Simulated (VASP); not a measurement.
Calculation: r2SCAN meta-GGA, VASP's PBE PAW potentials (set 64) (plane waves; VASP).

The input files of a VASP run:

### INCAR
```
! general
SYSTEM   =  KCaF3
PREC     =  Accurate
ENCUT    =  520
LREAL    =  .FALSE.
LASPH    =  .TRUE.

! electronic loop
EDIFF    =  1E-7
NELM     =  100
ALGO     =  Normal
LMIXTAU  =  .TRUE.

! smearing
ISMEAR   =  -5

! functional
METAGGA  =  R2SCAN

! ions
ISIF     =  2

! output
LWAVE    =  .FALSE.
LCHARG   =  .FALSE.
LORBIT   =  11
NEDOS    =  601
```

### POSCAR
```
KCaF3
1
    4.4241250917     0.0000000000     0.0000000000
    0.0000000000     4.4241250917     0.0000000000
    0.0000000000     0.0000000000     4.4241250917
K Ca F
1 1 3
Direct
  0.5000000000   0.5000000000   0.5000000000
  0.0000000000   0.0000000000   0.0000000000
  0.0000000000   0.5000000000   0.0000000000
  0.5000000000   0.0000000000   0.0000000000
  0.0000000000   0.0000000000   0.5000000000
```

### KPOINTS_OPT
```
k-points along high-symmetry lines
10
Line-mode
Reciprocal
  0.000000   0.000000   0.000000 ! GAMMA
  0.000000   0.500000   0.000000 ! X

  0.000000   0.500000   0.000000 ! X
  0.500000   0.500000   0.000000 ! M

  0.500000   0.500000   0.000000 ! M
  0.000000   0.000000   0.000000 ! GAMMA

  0.000000   0.000000   0.000000 ! GAMMA
  0.500000   0.500000   0.500000 ! R

  0.500000   0.500000   0.500000 ! R
  0.000000   0.500000   0.000000 ! X

  0.500000   0.500000   0.500000 ! R
  0.500000   0.500000   0.000000 ! M
```

File KPOINTS:
```
Automatic mesh
0
Gamma
 6 6 6
0 0 0
```

POTCAR, in this order: K_sv Ca_sv F (PBE.64 set). Program: vasp_std.

Output of the run:

OSZICAR:
```
       N       E                     dE             d eps       ncg     rms          rms(c)
DAV:   1     0.373460099457E+03    0.37346E+03   -0.22410E+04   960   0.167E+03
DAV:   2    -0.289761159986E+02   -0.40244E+03   -0.39859E+03  1200   0.457E+02
DAV:   3    -0.532134847469E+02   -0.24237E+02   -0.24184E+02  1368   0.117E+02
DAV:   4    -0.547960249610E+02   -0.15825E+01   -0.15813E+01  1720   0.179E+01
DAV:   5    -0.548064791348E+02   -0.10454E-01   -0.10454E-01  1312   0.163E+00    0.904E+00
DAV:   6    -0.438297785901E+02    0.10977E+02   -0.73046E+00  1296   0.205E+01    0.323E+00
DAV:   7    -0.398986996553E+02    0.39311E+01   -0.11944E+00  1568   0.110E+01    0.199E+00
DAV:   8    -0.470182031418E+02   -0.71195E+01   -0.18913E+00  1296   0.121E+01    0.139E+00
DAV:   9    -0.412533747221E+02    0.57648E+01   -0.68860E-01  1040   0.801E+00    0.378E-01
DAV:  10    -0.416885589629E+02   -0.43518E+00   -0.41082E-01  1216   0.716E+00    0.266E-01
DAV:  11    -0.406795842513E+02    0.10090E+01   -0.17732E-01   992   0.458E+00    0.270E-01
DAV:  12    -0.407281461992E+02   -0.48562E-01   -0.26602E-02  1056   0.190E+00    0.152E-01
DAV:  13    -0.407295863527E+02   -0.14402E-02   -0.20451E-02  1232   0.146E+00    0.165E-01
DAV:  14    -0.407396620017E+02   -0.10076E-01   -0.27599E-03  1248   0.534E-01    0.928E-02
DAV:  15    -0.407407052243E+02   -0.10432E-02   -0.12143E-03  1224   0.315E-01    0.305E-02
DAV:  16    -0.407430337105E+02   -0.23285E-02   -0.11758E-03  1056   0.345E-01    0.332E-02
DAV:  17    -0.407432738292E+02   -0.24012E-03   -0.78174E-05  1408   0.952E-02    0.230E-02
DAV:  18    -0.407433350580E+02   -0.61229E-04   -0.56420E-05  1272   0.683E-02    0.576E-03
DAV:  19    -0.407434045601E+02   -0.69502E-04   -0.55155E-05  1136   0.785E-02    0.704E-03
DAV:  20    -0.407434141767E+02   -0.96166E-05   -0.28761E-06  1440   0.160E-02    0.548E-03
DAV:  21    -0.407434146724E+02   -0.49571E-06   -0.73252E-07  1232   0.647E-03    0.325E-03
DAV:  22    -0.407434168559E+02   -0.21835E-05   -0.16667E-06  1184   0.111E-02    0.759E-04
DAV:  23    -0.407434168825E+02   -0.26662E-07   -0.12006E-07   944   0.327E-03
   1 F= -.40743417E+02 E0= -.40743417E+02  d E =0.000000E+00
       N       E                     dE             ncg
       N       E                     dE             ncg
       N       E                     dE             ncg
```

File OUTCAR:
```
------------------------ aborting loop because EDIFF is reached ----------------------------------------
  FORCE on cell =-STRESS in cart. coord.  units (eV):
  Direction    XX          YY          ZZ          XY          YZ          ZX
  --------------------------------------------------------------------------------------
  Total        0.0468881      0.0468881      0.0468881      0.0000000     -0.0000000      0.0000000
  in kB        0.8675432      0.8675432      0.8675432      0.0000000     -0.0000000      0.0000000
  external PRESSURE =       0.8675432 kB  Pullay stress =       0.0000000 kB
  volume of cell :       86.59
      direct lattice vectors                 reciprocal lattice vectors
     4.424125092  0.000000000  0.000000000     0.226033392  0.000000000  0.000000000
     0.000000000  4.424125092  0.000000000     0.000000000  0.226033392  0.000000000
     0.000000000  0.000000000  4.424125092     0.000000000  0.000000000  0.226033392
 POSITION                                       TOTAL-FORCE (eV/Angst)
 -----------------------------------------------------------------------------------
      2.21206      2.21206      2.21206         0.000000      0.000000      0.000000
      0.00000      0.00000      0.00000         0.000000      0.000000      0.000000
      0.00000      2.21206      0.00000         0.000000      0.000000      0.000000
      2.21206      0.00000      0.00000         0.000000      0.000000      0.000000
      0.00000      0.00000      2.21206         0.000000      0.000000      0.000000
 -----------------------------------------------------------------------------------
    total drift:                                0.000000      0.000000     -0.000000
  FREE ENERGIE OF THE ION-ELECTRON SYSTEM (eV)
  ---------------------------------------------------
  free  energy   TOTEN  =       -40.7434168825 eV

  energy  without entropy=      -40.7434168825  energy(sigma->0) =      -40.74341688

 total charge

# of ion       s       p       d       tot
------------------------------------------
    1        1.952   5.670   0.011   7.632
    2        2.030   5.893   0.264   8.187
    3        1.736   4.399   0.000   6.135
    4        1.736   4.399   0.000   6.135
    5        1.736   4.399   0.000   6.135
--------------------------------------------------
tot          9.190  24.760   0.274  34.225
```
(Selected blocks of OUTCAR.)

The structure comes from a computed database's KCaF3 entry (Pm-3m); how it stands against other phases isn't given here. It was relaxed first.
